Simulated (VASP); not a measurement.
An input for Quantum ESPRESSO's pw.x (written as the equivalent of a VASP run, and not itself run):

```
&CONTROL
  calculation = 'vc-relax'
  pseudo_dir = './pseudo'
  outdir = './out'
  tprnfor = .true.
  tstress = .true.
  nstep = 30
  forc_conv_thr = 0.00039
/
&SYSTEM
  ibrav = 0
  nat = 2
  ntyp = 2
  ecutwfc = 84
  occupations = 'smearing'
  smearing = 'methfessel-paxton'
  degauss = 0.00735
  input_dft = 'vdw-df-obk8'
/
&ELECTRONS
  conv_thr = 7.3e-09
  electron_maxstep = 100
/
&IONS
/
&CELL
  cell_dofree = 'shape'
/
ATOMIC_SPECIES
  Ti 47.867 Ti.upf
  Al 26.982 Al.upf
CELL_PARAMETERS angstrom
     2.8469116    0.0000000    0.0000000
     0.0000000    2.8469116    0.0000000
     0.0000000    0.0000000    4.1011166
ATOMIC_POSITIONS crystal
  Ti   0.0000000  0.0000000  1.0000000
  Al   0.5000000  0.5000000  0.5000000
K_POINTS automatic
  13 13 9 0 0 0
```

Question: Translate this input to VASP (INCAR, KPOINTS, POSCAR, choice of POTCAR).

Answer: This is not unique; one that fits is 
**KPOINTS**
```
Automatic mesh
0
Gamma
13 13 9
0 0 0
```

POSCAR:
```
TiAl
1
    2.8469116316     0.0000000000     0.0000000000
    0.0000000000     2.8469116316     0.0000000000
    0.0000000000     0.0000000000     4.1011165866
Ti Al
1 1
Direct
  0.0000000000   0.0000000000   1.0000000000
  0.5000000000   0.5000000000   0.5000000000
```

### INCAR
```
! general
SYSTEM    =  TiAl
PREC      =  Accurate
ENCUT     =  520   ! plane-wave cut-off (eV)
LREAL     =  .FALSE.
LASPH     =  .TRUE.

! electronic loop
EDIFF     =  1E-7
NELM      =  100   ! most electronic steps
ALGO      =  Normal   ! blocked Davidson
LMAXMIX   =  4   ! l cut-off of mixed one-centre charges

! smearing
ISMEAR    =  1   ! Methfessel-Paxton
SIGMA     =  0.1

! functional
GGA       =  BO
LUSE_VDW  =  .TRUE.
AGGAC     =  0.0
PARAM1    =  0.1833333333
PARAM2    =  0.22

! ions
IBRION    =  2   ! conjugate gradients
NSW       =  30
ISIF      =  4   ! ions and shape, fixed volume
EDIFFG    =  -0.01   ! ionic stop

! output
LWAVE     =  .FALSE.
LCHARG    =  .FALSE.
```

POTCAR, in this order: Ti_sv Al (PBE.64 set). Program: vasp_std.

The two are equivalent in intent, not identical: the potentials are each code's own (VASP's PAW set, PseudoDojo norm-conserving files in pw.x), so ENCUT and ecutwfc are chosen apart and not converted; conv_thr bounds pw.x's estimated SCF error, while EDIFF bounds the energy change between steps; forc_conv_thr acts on force components and is met together with etot_conv_thr.

The compound is TiAl in the L1_0 structure. This cell is one point of a volume scan, at 1.03 of the reference volume. Symmetry was kept, so distortions that lower it aren't found.
